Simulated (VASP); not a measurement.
# Mg6NbCu (Amm2) in VASP: further runs

Runs on Mg6NbCu. Level: RPBE. Tasks: single point.

Program: VASP 6.6.1. These are calculated values, not measurements. Logs are shortened: lines on timing, memory, paths and dates and some standing lists are left out, and cuts for length are marked.

**1. The crystal as given**

It takes space group Amm2 (No. 38, orthorhombic). The conventional cell has a = 4.837 Å, b = 6.053 Å, c = 10.809 Å, α = 90.00°, β = 90.00°, γ = 90.00°. Nb (site symmetry mm2) has 2 Cu at 2.84 Å and 10 Mg at 2.99 to 3.21 Å as nearest neighbours. Cu (site symmetry mm2) is surrounded by 2 Nb at 2.84 Å and 8 Mg at 2.89 to 3.04 Å. Mg (site symmetry mm2) has 10 Mg at 3.00 to 3.14 Å and 2 Nb at 3.03 Å as nearest neighbours. Around Mg (site symmetry m) lie 8 Mg at 2.94 to 3.14 Å and 2 Nb at 2.99 to 3.21 Å and 2 Cu at 3.04 Å. Mg (site symmetry mm2) is surrounded by 10 Mg at 3.00 to 3.12 Å and 2 Cu at 3.03 Å. Mg (site symmetry m) has 2 Cu at 2.89 to 3.30 Å and 8 Mg at 2.92 to 3.13 Å and 2 Nb at 3.00 Å as nearest neighbours.

The cell comes from a database or a generator and needn't be the stable form of this composition.

**2. Single point, RPBE**

Input file INCAR:

```
SYSTEM = Mg6NbCu
  PREC = Accurate
  ENCUT = 520
  EDIFF = 1E-6
  ISMEAR = 0
  SIGMA = 0.02
  LREAL = .False.
  LASPH = .True.
  NELM = 100
  ALGO = Fast
  ISIF = 2
  LWAVE = .False.
  LCHARG = .False.
  GGA = RP
```

Input file KPOINTS:

```
Automatic mesh
0
Gamma
  6 5 5
  0 0 0
```

Input file POSCAR:

```
Mg6NbCu
1.0
    4.8366060000      0.0000000000      0.0000000000
    0.0000000000      3.0262720000      5.4042555000
    0.0000000000     -3.0262720000      5.4042555000
Nb Cu Mg
1 1 6
Direct
    0.5000000000      0.6779590000      0.6779590000
    0.0000000000      0.8163000000      0.8163000000
    0.5000000000      0.1668690000      0.1668690000
    0.5000000000      0.1611890000      0.6760310000
    0.5000000000      0.6760310000      0.1611890000
    0.0000000000      0.3306190000      0.3306190000
    0.0000000000      0.3442510000      0.8267810000
    0.0000000000      0.8267810000      0.3442510000
```

Potentials or basis: VASP PAW PBE potentials, release 64 (Nb_sv, Cu, Mg).

The run is started by

```bash
cat potpaw_PBE.64/Nb_sv/POTCAR potpaw_PBE.64/Cu/POTCAR potpaw_PBE.64/Mg/POTCAR > POTCAR
mpirun -np 1 vasp_std > vasp.out
```

OUTCAR:

```text
SYSTEM = Mg6NbCu
   PREC = Accurate
   ENCUT = 520
   EDIFF = 1E-6
   ISMEAR = 0
   LREAL = .False.
   LASPH = .True.
   NELM = 100
   ISIF = 2
   GGA = RP

 ion  position               nearest neighbor table
   1  0.500  0.678  0.678-   2 2.84   2 2.84   5 2.99   4 2.99   8 3.00   7 3.00   7 3.00   8 3.00
                             3 3.03   3 3.03   4 3.21   5 3.21
   2  0.000  0.816  0.816-   1 2.84   1 2.84   8 2.89   7 2.89   6 3.03   6 3.03   5 3.04   4 3.04
                             4 3.04   5 3.04
   3  0.500  0.167  0.167-   6 3.00   6 3.00   8 3.01   7 3.01   7 3.01   8 3.01   1 3.03   1 3.03
                             4 3.06   5 3.06   5 3.14   4 3.14
   4  0.500  0.161  0.676-   5 2.94   1 2.99   7 3.02   7 3.02   6 3.03   6 3.03   2 3.04   2 3.04
                             3 3.06   5 3.12   3 3.14   1 3.21
   5  0.500  0.676  0.161-   4 2.94   1 2.99   8 3.02   8 3.02   6 3.03   6 3.03   2 3.04   2 3.04
                             3 3.06   4 3.12   3 3.14   1 3.21
   6  0.000  0.331  0.331-   3 3.00   3 3.00   5 3.03   4 3.03   4 3.03   5 3.03   2 3.03   2 3.03
                             8 3.08   7 3.08   8 3.12   7 3.12
   7  0.000  0.344  0.827-   2 2.89   8 2.92   1 3.00   1 3.00   3 3.01   3 3.01   4 3.02   4 3.02
                             6 3.08   6 3.12   8 3.13
   8  0.000  0.827  0.344-   2 2.89   7 2.92   1 3.00   1 3.00   3 3.01   3 3.01   5 3.02   5 3.02
                             6 3.08   6 3.12   7 3.13

  LATTYP: Found a base centered orthorhombic cell.
 ALAT       =     6.0525440000
 B/A-ratio  =     1.7857798308
 C/A-ratio  =     0.7991029888

  Lattice vectors:

 A1 = (   0.0000000000,   3.0262720000,  -5.4042555000)
 A2 = (   0.0000000000,   3.0262720000,   5.4042555000)
 A3 = (   4.8366060000,   0.0000000000,   0.0000000000)

Analysis of symmetry for initial positions (statically):
=====================================================================
 Subroutine PRICEL returns:
 Original cell was already a primitive cell.

 Routine SETGRP: Setting up the symmetry group for a
 base centered orthorhombic supercell.

 Subroutine GETGRP returns: Found  4 space group operations
 (whereof  4 operations were pure point group operations)
 out of a pool of  8 trial point group operations.

The static configuration has the point symmetry C_2v.

Analysis of symmetry for dynamics (positions and initial velocities):
=====================================================================
 Subroutine PRICEL returns:
 Original cell was already a primitive cell.

 Routine SETGRP: Setting up the symmetry group for a
 base centered orthorhombic supercell.

 Subroutine GETGRP returns: Found  4 space group operations
 (whereof  4 operations were pure point group operations)
 out of a pool of  8 trial point group operations.

The dynamic configuration has the point symmetry C_2v.

 Subroutine INISYM returns: Found  4 space group operations
 (whereof  4 operations are pure point group operations),
 and found     1 'primitive' translations

----------------------------------------------------------------------------------------

                                     Primitive cell

  volume of cell :     158.2029

  direct lattice vectors                    reciprocal lattice vectors
     4.836606000  0.000000000  0.000000000     0.206756556  0.000000000  0.000000000
     0.000000000  3.026272000  5.404255500     0.000000000  0.165219782  0.092519682
     0.000000000 -3.026272000  5.404255500     0.000000000 -0.165219782  0.092519682

  length of vectors
     4.836606000  6.193892131  6.193892131     0.206756556  0.189360682  0.189360682

  position of ions in fractional coordinates (direct lattice)
     0.500000000  0.677959000  0.677959000
     0.000000000  0.816300000  0.816300000
     0.500000000  0.166869000  0.166869000
     0.500000000  0.161189000  0.676031000
     0.500000000  0.676031000  0.161189000
     0.000000000  0.330619000  0.330619000
     0.000000000  0.344251000  0.826781000
     0.000000000  0.826781000  0.344251000

  ion indices of the primitive-cell ions
   primitive index   ion index
                 1           1
                 2           2
                 3           3
                 4           4
                 5           5
                 6           6
                 7           7
                 8           8

----------------------------------------------------------------------------------------

 KPOINTS: Automatic mesh

Automatic generation of k-mesh.
 Grid dimensions read from file:
 generate k-points for:    6    5    5

 Generating k-lattice:

  Cartesian coordinates                     Fractional coordinates (reciprocal lattice)
     0.034459426  0.000000000  0.000000000     0.166666667  0.000000000  0.000000000
     0.000000000  0.033043956  0.018503936     0.000000000  0.200000000  0.000000000
     0.000000000 -0.033043956  0.018503936     0.000000000  0.000000000  0.200000000

  Length of vectors
     0.034459426  0.037872136  0.037872136

  Shift w.r.t. Gamma in fractional coordinates (k-lattice)
     0.000000000  0.000000000  0.000000000

 Subroutine IBZKPT returns following result:
 ===========================================

 Found     36 irreducible k-points:

 Following reciprocal coordinates:
            Coordinates               Weight
  0.000000  0.000000  0.000000      1.000000
  0.166667  0.000000  0.000000      2.000000
  0.333333  0.000000  0.000000      2.000000
  0.500000  0.000000  0.000000      1.000000
  0.000000  0.200000  0.000000      4.000000
  0.166667  0.200000  0.000000      8.000000
[... 16 lines left out ...]
  0.333333 -0.400000  0.200000      8.000000
  0.500000 -0.400000  0.200000      4.000000
 [... further k-points ...]
   k-points           NKPTS =     36   k-points in BZ     NKDIM =     36   number of bands    NBANDS=     23
   number of dos      NEDOS =    301   number of ions     NIONS =      8
   total plane-waves  NPLWV =  82944
   dimension x,y,z NGX =    36 NGY =   48 NGZ =   48
   dimension x,y,z NGXF=    72 NGYF=   96 NGZF=   96
   ions per type =               1   1   6
   NGX,Y,Z   is equivalent  to a cutoff of  12.37, 12.88, 12.88 a.u.
   NGXF,Y,Z  is equivalent  to a cutoff of  24.75, 25.77, 25.77 a.u.
 SYSTEM =  Mg6NbCu
   PREC   = accura    normal or accurate (medium, high low for compatibility)
   ISTART =      0    job   : 0-new  1-cont  2-samecut
   ICHARG =      2    charge: 1-file 2-atom 10-const
   ISPIN  =      1    spin polarized calculation?
   LNONCOLLINEAR =      F non collinear calculations
   LSORBIT =      F    spin-orbit coupling
   LASPH  =      T    aspherical Exc in radial PAW
   ENCUT  =  520.0 eV  38.22 Ry    6.18 a.u.   8.99 11.52 11.52*2*pi/ulx,y,z
   NELM   =    100;   NELMIN=  2; NELMDL= -5     # of ELM steps
   EDIFF  = 0.1E-05   stopping-criterion for ELM
   LREAL  =      F    real-space projection
   EDIFFG = 0.1E-04   stopping-criterion for IOM
   NSW    =      0    number of steps for IOM
   IBRION =     -1    ionic relax: 0-MD 1-quasi-New 2-CG
   NFREE  =      0    steps in history (QN), initial steepest desc. (CG)
   ISIF   =      2    stress and relaxation
   ISYM   =      2    0-nonsym 1-usesym 2-fastsym
   POTIM  = 0.5000    time-step for ionic-motion
   TEBEG  =    0.0;   TEEND  =   0.0 temperature during run
   PSTRESS=    0.0 pullay stress
   NELECT =      36.0000    total number of electrons
   NUPDOWN=      -1.0000    fix difference up-down
   EMIN   =  10.00;   EMAX   =-10.00  energy-range for DOS
   EFERMI =   0.00;   METHOD = LEGACY
   ISMEAR =     0;   SIGMA  =   0.02  broadening in eV -4-tet -1-fermi 0-gaus
   EFERMI_NEDOS =   21; number of points for ismear=-14 and -15
   IALGO  =     68    algorithm
   IMIX   =      4    mixing-type and parameters
     AMIX     =   0.40;   BMIX     =  1.00
     AMIX_MAG =   1.60;   BMIX_MAG =  1.00
  volume/ion in A,a.u.               =      19.78       133.45
  Fermi-wavevector in a.u.,A,eV,Ry     =   0.999472  1.888729 13.591474  0.998945
  Thomas-Fermi vector in A             =   2.131765
   LORBIT       =      0    0 simple, 1 ext, 2 COOP (PROOUT), +10 PAW based schemes
   GGA     = RP    functional components
   LHFCALC =     F    Hartree Fock is set to
   AEXX    =    0.0000 exact exchange contribution
   IVDW    =     0    specifies the selected vdW correction
   LEPSILON=     F    determine dielectric tensor
   LRPA    =     F    only Hartree local field effects (RPA)
 non-spin polarized calculation
 RMM-DIIS sequential band-by-band and
 Gauss-broadening in eV      SIGMA  =   0.02
  energy-cutoff  :      520.00
  volume of cell :      158.20
 maximum number of plane-waves:      4284
 NGX is ok and might be reduce to    36
   NGX = 17   NGY = 23   NGZ = 23

 number of electron      35.9999998 magnetization

 Free energy of the ion-electron system (eV)
  ---------------------------------------------------
  ext. energy  EPLUGINS =         0.00000000
  ---------------------------------------------------
  free energy    TOTEN  =       -19.62789186 eV

  energy without entropy =      -19.62625924  energy(sigma->0) =      -19.62707555

 E-fermi :   4.1127     XC(G=0):  -9.3754

 val. band max:        4.1083220838   @ k =   0.5000   0.0000   0.0000
 cond. band min:       4.1192385421   @ k =   0.5000   0.4000   0.4000
 fundamental gap:      0.0109164583
 Fermi energy:         4.1127141587

 k-point     1 :       0.0000    0.0000    0.0000
  band No.  band energies     occupation
      1     -50.6724      2.00000
      2     -26.8077      2.00000
      3     -26.6926      2.00000
      4     -26.6837      2.00000
      5      -2.9257      2.00000
      6       0.9475      2.00000
[... 15 lines left out ...]
     22       5.5761      0.00000
     23       6.3927      0.00000
[... 575 lines left out ...]
      1     -50.6723      2.00000
      2     -26.8112      2.00000
      3     -26.6927      2.00000
      4     -26.6835      2.00000
      5      -0.1834      2.00000
      6       0.0579      2.00000
[... 15 lines left out ...]
     22       5.9693      0.00000
     23       6.8721      0.00000

 [... further k-points ...]

------------------------ aborting loop because EDIFF is reached ----------------------------------------

  FORCE on cell =-STRESS in cart. coord.  units (eV):
  Direction    XX          YY          ZZ          XY          YZ          ZX
  --------------------------------------------------------------------------------------
  -------------------------------------------------------------------------------------
  Total        1.6376625      1.7438974      2.1092270      0.0000000      0.0000000      0.0000000
  in kB       16.5851899     17.6610683     21.3608913      0.0000000      0.0000000      0.0000000
  external PRESSURE =      18.5357165 kB  Pullay stress =       0.0000000 kB

 VOLUME and BASIS-vectors are now :
 -----------------------------------------------------------------------------
  energy-cutoff  :      520.00
  volume of cell :      158.20
      direct lattice vectors                 reciprocal lattice vectors
     4.836606000  0.000000000  0.000000000     0.206756556  0.000000000  0.000000000
     0.000000000  3.026272000  5.404255500     0.000000000  0.165219782  0.092519682
     0.000000000 -3.026272000  5.404255500     0.000000000 -0.165219782  0.092519682

 POSITION                                       TOTAL-FORCE (eV/Angst)
 -----------------------------------------------------------------------------------
      2.41830      0.00000      7.32773         0.000000      0.000000      0.077907
      0.00000      0.00000      8.82299         0.000000      0.000000     -0.056971
      2.41830      0.00000      1.80361         0.000000      0.000000      0.012794
      2.41830     -1.55805      4.52455         0.000000      0.024440      0.083019
      2.41830      1.55805      4.52455         0.000000     -0.024440      0.083019
      0.00000      0.00000      3.57350         0.000000      0.000000     -0.055447
      0.00000     -1.46027      6.32856         0.000000     -0.025089     -0.072160
      0.00000      1.46027      6.32856         0.000000      0.025089     -0.072160
 -----------------------------------------------------------------------------------
    total drift:                                0.000000     -0.000000     -0.000663

  FREE ENERGIE OF THE ION-ELECTRON SYSTEM (eV)
  ---------------------------------------------------
  free  energy   TOTEN  =       -19.6278918621 eV

  energy  without entropy=      -19.6262592372  energy(sigma->0) =      -19.62707555
```

Wall time 5.7 min (1 thread of Intel Xeon Platinum 8488C (Sapphire Rapids), shared host); peak memory 0.37 GiB.

Results:

```yaml
Free_energy: -19.6279 eV
Pressure: 1.9 GPa
Largest_force: 0.087 eV/Å
Band_gap_on_the_k_mesh: none (metal or under the smearing width)
```

Forces on the atoms (eV/Å):
```
Nb   0.000  0.000  0.078
Cu   0.000  0.000 -0.057
Mg   0.000  0.000  0.013
Mg   0.000  0.024  0.083
Mg   0.000 -0.024  0.083
Mg   0.000  0.000 -0.055
Mg   0.000 -0.025 -0.072
Mg   0.000  0.025 -0.072
```

Caveat: the PAW data sets were made with another functional, which shifts forces and pressure a little.

[end of part 1 of 2]
